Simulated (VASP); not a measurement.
The system is Y.

```
CELL_PARAMETERS angstrom
3.64740 0.00000 0.00000
-1.82370 3.15874 0.00000
0.00000 0.00000 5.73060
ATOMIC_POSITIONS crystal
Y 0.33333 0.66667 0.25000
Y 0.66667 0.33333 0.75000
```

```yaml
Program: VASP 6.6.1
Task: relaxation of cell and atoms
Functional: PBEsol
Potentials_or_basis: VASP PAW PBE potentials, release 64 (Y_sv)
Cutoff: 600 eV
k_mesh: 12 × 12 × 7
Occupations: methfessel-paxton, width 0.1 eV
Spin: no spin polarisation
```

At the start: pressure -2.1 GPa; volume 33.01 Å³/atom.

Q: Where does the relaxation end?

A: Over 7 steps the energy falls by 12.3 meV/atom and the volume is 31.30 Å³/atom (-5.2 %); space group P6_3/mmc (No. 194, to 0.05 Å).

Step by step:
| step | energy change (eV) | largest force (eV/Å) | pressure (GPa) | volume (Å³) |
| --- | --- | --- | --- | --- |
| 1 | 0.0000 | 0.0000 | -2.13 | 66.02 |
| 2 | -0.0237 | 0.0000 | 0.38 | 61.92 |
| 3 | -0.0245 | 0.0000 | 0.04 | 62.49 |
| 4 | -0.0245 | 0.0000 | -0.02 | 62.56 |
| 5 | -0.0245 | 0.0000 | -0.01 | 62.57 |
| 6 | -0.0245 | 0.0000 | -0.03 | 62.61 |
| 7 | -0.0246 | 0.0000 | -0.02 | 62.59 |

Final structure:
```xyz
2
Lattice="3.5944 0.0000 0.0000 -1.7972 3.1128 0.0000 0.0000 0.0000 5.5941" Properties=species:S:1:pos:R:3 pbc="T T T"
Y     0.0000    2.0752    1.3985
Y     1.7972    1.0376    4.1955
```

Caveat: the PAW data sets were made with another functional, which shifts forces and pressure a little.
